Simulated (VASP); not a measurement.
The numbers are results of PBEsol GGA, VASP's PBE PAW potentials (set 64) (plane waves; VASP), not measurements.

Input for VASP

### INCAR
```
SYSTEM=TiO2
PREC=Accurate; ENCUT=520; LREAL=.False.
LASPH=.True.
EDIFF=1E-7; NELM=100; ALGO=Normal
LMAXMIX=4
ISMEAR=-5
GGA=PS
ISIF=2
LWAVE=.False.; LCHARG=.True.; LORBIT=11
NEDOS=601
LEFG=.True.
```

### POSCAR
```
TiO2
1
   -1.8883773657     1.8883773657     4.7658164793
    1.8883773657    -1.8883773657     4.7658164793
    1.8883773657     1.8883773657    -4.7658164793
Ti O
2 4
Direct
  0.7500000000   0.2500000000   0.5000000000
  0.0000000000   0.0000000000   0.0000000000
  0.5419536581   0.0419536581   0.5000000000
  0.7919536581   0.7919536581   0.0000000000
  0.2080463419   0.2080463419   0.0000000000
  0.9580463419   0.4580463419   0.5000000000
```

### KPOINTS
```
Automatic mesh
0
Gamma
9 9 9
0 0 0
```

POTCAR, in this order: Ti_sv O (PBE.64 set). Program: vasp_std.

**Question.** Predict the energy per atom (σ→0).

**Answer.** 
The energy per atom (σ→0) is -9370 meV/atom.

File OSZICAR:
```
...
DAV:  10    -0.562191177745E+02   -0.74222E-02   -0.11624E-01  5184   0.257E+00    0.302E-01
DAV:  11    -0.562177035666E+02    0.14142E-02   -0.12847E-02  5056   0.766E-01    0.594E-02
DAV:  12    -0.562178619235E+02   -0.15836E-03   -0.12339E-03  5980   0.340E-01    0.966E-02
DAV:  13    -0.562177883868E+02    0.73537E-04   -0.46189E-04  5800   0.187E-01    0.123E-02
DAV:  14    -0.562177915347E+02   -0.31479E-05   -0.18407E-05  5764   0.329E-02    0.513E-03
DAV:  15    -0.562177915687E+02   -0.33988E-07   -0.14630E-06  5392   0.133E-02    0.293E-03
DAV:  16    -0.562177915341E+02    0.34607E-07   -0.41375E-07  4120   0.738E-03
   1 F= -.56217792E+02 E0= -.56217792E+02  d E =0.000000E+00
```

The compound is TiO2 in the anatase structure, one of several forms; rutile is the usual stable one. It was relaxed first.
